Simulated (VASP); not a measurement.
Runs of VASP 6.6.1 on Pt. It takes space group Fm-3m (No. 225, cubic). Conventional cell: a = 3.943 Å, b = 3.943 Å, c = 3.943 Å, α = 90.00°, β = 90.00°, γ = 90.00°. Around Pt (site symmetry m-3m) lie 12 Pt at 2.79 Å. 

| task | level | cell | cutoff (eV) | gap on the mesh (eV) | pressure (GPa) | relaxed volume (Å³/atom) |
| --- | --- | --- | --- | --- | --- | --- |
| relaxation of cell and atoms | PBEsol | relaxed | 300 | none | 0.0 | (a) |
| relaxation of cell and atoms | PBEsol | relaxed | 480 | none | 0.0 | 15.02 |
| relaxation of cell and atoms | RPBE | relaxed | 600 | none | 0.0 | 15.89 |
| single point | PBEsol | as given | 520 | none | -5.6 | - |
| relaxation of cell and atoms | PBEsol | relaxed | 600 | none | 0.0 | 15.02 |

Alike in all rows: potentials or basis VASP PAW PBE potentials, release 64 (Pt); no spin polarisation; k mesh 18 × 18 × 18; smearing gaussian 0.1 eV.

Task: Estimate the missing entries.

Result: (a) 14.98.

Caveats: the PAW data sets were made with another functional, which shifts forces and pressure a little.

A k mesh can miss the band edges, and the runs leave out spin-orbit coupling on Pt.

A gap of «none» marks a metal or a gap under the smearing width.
